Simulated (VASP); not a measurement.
Here is the system:

```yaml
crystal:
  lattice:
    - [1.50450, -2.60587, 0.00000]
    - [1.50450, 2.60587, 0.00000]
    - [0.00000, 0.00000, 4.77360]
  atoms:
    - { symbol: Ti, position: [0.33333, 0.66667, 0.25000] }
    - { symbol: Ti, position: [0.66667, 0.33333, 0.75000] }
```

The numbers are results of PBE GGA, VASP's PBE PAW potentials (set 64) (plane waves; VASP 6.6.1), not measurements. Run with 400 eV cut-off, 1×1×1 Γ-centred mesh, first-order Methfessel-Paxton smearing of 0.10 eV, potentials Ti_sv.

Q: Estimate the energy per atom (σ→0), pressure.

A: 
```json
{
  "energy per atom (σ→0)": "-7.968 eV/atom",
  "pressure": "22.23 GPa"
}
```

Only differences to runs with the same potentials and settings are physical.

The compound is Ti in the hcp structure. The cell was not relaxed at this level. The k-mesh is coarse (spacing up to 2.41 per Å, 2π included), so the numbers may not be converged in it. The run is one of a series of settings (KPOINTS 1×1×1 Γ-centred mesh against the base run), some of them coarse on purpose.
